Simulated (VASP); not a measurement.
Level of theory: AM05 GGA, VASP's PBE PAW potentials (set 64) (plane waves; VASP).

Input for VASP

### POSCAR
```
CsSnI3
1
    6.2278833771     0.0000000000     0.0000000000
    0.0000000000     6.2278833771     0.0000000000
    0.0000000000     0.0000000000     6.2278833771
Cs Sn I
1 1 3
Direct
  0.0000000000   0.0000000000   0.0000000000
  0.5000000000   0.5000000000   0.5000000000
  0.5000000000   0.0000000000   0.5000000000
  0.0000000000   0.5000000000   0.5000000000
  0.5000000000   0.5000000000   0.0000000000
```

File KPOINTS:
```
Automatic mesh
0
Gamma
4 4 4
0 0 0
```

### INCAR
```
! general
SYSTEM =CsSnI3
PREC   =Accurate
ENCUT  =520   ! plane-wave cut-off (eV)
LREAL  =.FALSE.
LASPH  =.TRUE.

! electronic loop
EDIFF  =1E-7
NELM   =100   ! most electronic steps
ALGO   =Normal
LMAXMIX=4

! smearing
ISMEAR =-5   ! tetrahedra, Bloechl

! functional
GGA    =AM   ! AM05

! ions
ISIF   =2

! output
LWAVE  =.FALSE.
LCHARG =.TRUE.
LORBIT =11
NEDOS  =601

! other
LEFG   =.TRUE.
```

POTCAR, in this order: Cs_sv Sn_d I (PBE.64 set). Program: vasp_std.

What VASP printed:

**OSZICAR**
```
       N       E                     dE             d eps       ncg     rms          rms(c)
DAV:   1     0.356689590905E+03    0.35669E+03   -0.18116E+04   520   0.153E+03
DAV:   2     0.302420938377E+02   -0.32645E+03   -0.32108E+03   624   0.310E+02
DAV:   3    -0.125339935799E+02   -0.42776E+02   -0.42574E+02   632   0.124E+02
DAV:   4    -0.141794485792E+02   -0.16455E+01   -0.16420E+01   646   0.281E+01
DAV:   5    -0.142329686376E+02   -0.53520E-01   -0.53513E-01   812   0.484E+00    0.440E+00
DAV:   6    -0.139579648958E+02    0.27500E+00   -0.50700E-01   658   0.400E+00    0.276E+00
DAV:   7    -0.139387279100E+02    0.19237E-01   -0.32901E-01   646   0.251E+00    0.951E-01
DAV:   8    -0.139456480769E+02   -0.69202E-02   -0.46933E-02   590   0.162E+00    0.302E-01
DAV:   9    -0.139460385790E+02   -0.39050E-03   -0.40551E-03   644   0.508E-01    0.121E-01
DAV:  10    -0.139466306219E+02   -0.59204E-03   -0.10690E-03   610   0.173E-01    0.464E-02
DAV:  11    -0.139467487791E+02   -0.11816E-03   -0.53420E-04   580   0.161E-01    0.440E-02
DAV:  12    -0.139467506454E+02   -0.18662E-05   -0.37777E-05   638   0.327E-02    0.297E-02
DAV:  13    -0.139467501190E+02    0.52633E-06   -0.34819E-06   644   0.132E-02    0.111E-02
DAV:  14    -0.139467492444E+02    0.87460E-06   -0.35988E-06   672   0.151E-02    0.272E-03
DAV:  15    -0.139467494176E+02   -0.17320E-06   -0.31705E-07   562   0.307E-03    0.248E-03
DAV:  16    -0.139467495277E+02   -0.11007E-06   -0.30108E-08   346   0.148E-03    0.199E-04
DAV:  17    -0.139467495455E+02   -0.17788E-07   -0.88511E-09   310   0.861E-04
   1 F= -.13946750E+02 E0= -.13946750E+02  d E =0.000000E+00
```

### OUTCAR
```
------------------------ aborting loop because EDIFF is reached ----------------------------------------
  FORCE on cell =-STRESS in cart. coord.  units (eV):
  Direction    XX          YY          ZZ          XY          YZ          ZX
  --------------------------------------------------------------------------------------
  Total        0.0220954      0.0220954      0.0220954     -0.0000000      0.0000000     -0.0000000
  in kB        0.1465517      0.1465517      0.1465517     -0.0000000      0.0000000     -0.0000000
  external PRESSURE =       0.1465517 kB  Pullay stress =       0.0000000 kB
  volume of cell :      241.56
      direct lattice vectors                 reciprocal lattice vectors
     6.227883377  0.000000000  0.000000000     0.160568196  0.000000000  0.000000000
     0.000000000  6.227883377  0.000000000     0.000000000  0.160568196  0.000000000
     0.000000000  0.000000000  6.227883377     0.000000000  0.000000000  0.160568196
 POSITION                                       TOTAL-FORCE (eV/Angst)
 -----------------------------------------------------------------------------------
      0.00000      0.00000      0.00000         0.000000      0.000000      0.000000
      3.11394      3.11394      3.11394         0.000000      0.000000      0.000000
      3.11394      0.00000      3.11394         0.000000      0.000000      0.000000
      0.00000      3.11394      3.11394         0.000000      0.000000      0.000000
      3.11394      3.11394      0.00000         0.000000      0.000000      0.000000
 -----------------------------------------------------------------------------------
    total drift:                                0.000000     -0.000000     -0.000000
  FREE ENERGIE OF THE ION-ELECTRON SYSTEM (eV)
  ---------------------------------------------------
  free  energy   TOTEN  =       -13.9467495455 eV

  energy  without entropy=      -13.9467495455  energy(sigma->0) =      -13.94674955

 total charge

# of ion       s       p       d       tot
------------------------------------------
    1        1.825   4.712   0.011   6.549
    2        1.414   0.617   9.993  12.024
    3        1.503   2.788   0.010   4.301
    4        1.503   2.788   0.010   4.301
    5        1.503   2.788   0.010   4.301
--------------------------------------------------
tot          7.747  13.693  10.035  31.475

 Electric field gradients after diagonalization (V/A^2)
 (convention: |V_zz| > |V_xx| > |V_yy|)
----------------------------------------------------------------------
 ion       V_xx      V_yy      V_zz     asymmetry (V_yy - V_xx)/ V_zz
----------------------------------------------------------------------
   1       0.000    -0.000    -0.000       0.845
   2       0.000     0.000    -0.000       0.094
   3    -190.565  -190.565   381.129       0.000
   4    -190.565  -190.565   381.129       0.000
   5    -190.565  -190.565   381.129       0.000
```
(Selected blocks of OUTCAR.)

The compound is CsSnI3 in the cubic perovskite structure, the ideal cubic form; the compound distorts at low or room temperature. It was relaxed first.
